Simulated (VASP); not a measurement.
Input:

```
CELL_PARAMETERS angstrom
      3.25247     1.87782     5.98239
     -3.25247     1.87782     5.98239
      0.00000    -3.75563     5.98239
ATOMIC_POSITIONS crystal
  Cr 0.33333 0.33333 0.33333
  Cr 0.66667 0.66667 0.66667
  I  0.08800 0.75500 0.42100
  I  0.42100 0.08800 0.75500
  I  0.75500 0.42100 0.08800
  I  0.91200 0.24500 0.57900
  I  0.57900 0.91200 0.24500
  I  0.24500 0.57900 0.91200
```
Starting moments (μB, in the order of the record's atoms Cr Cr I I I I I I): 3.0 3.0 0.0 0.0 0.0 0.0 0.0 0.0.

All values below come from PBE GGA, VASP's PBE PAW potentials (set 64) (plane waves; VASP). Settings: 300 eV cut-off, 5×5×5 Γ-centred mesh, Fermi-Dirac smearing of 0.10 eV, potentials Cr_pv I.

At this cut-off the stress carries a Pulay error, which pulls relaxed volumes low. The moments were started parallel, and other spin orders were not tried in this run.

Q: Which forces act on the atoms, in eV/Å?

A: 
| atom | Fx | Fy | Fz |
|---|---|---|---|
| Cr1 | 0.000 | 0.000 | 0.013 |
| Cr2 | 0.000 | 0.000 | -0.013 |
| I3 | 0.000 | -0.150 | -0.514 |
| I4 | 0.130 | 0.075 | -0.514 |
| I5 | -0.130 | 0.075 | -0.514 |
| I6 | 0.000 | 0.150 | 0.514 |
| I7 | -0.130 | -0.075 | 0.514 |
| I8 | 0.130 | -0.075 | 0.514 |

Q: Give the stress tensor in GPa (positive for a compressed cell).

A: 
```
7.20  0.00  0.00
0.00  7.20  0.00
0.00  0.00  6.71
```
The pressure is its mean diagonal, 7.04 GPa.

The structure was generated: CrI3 was put into an ordered model structure, which need not be its known phase. The cell was not relaxed at this level.
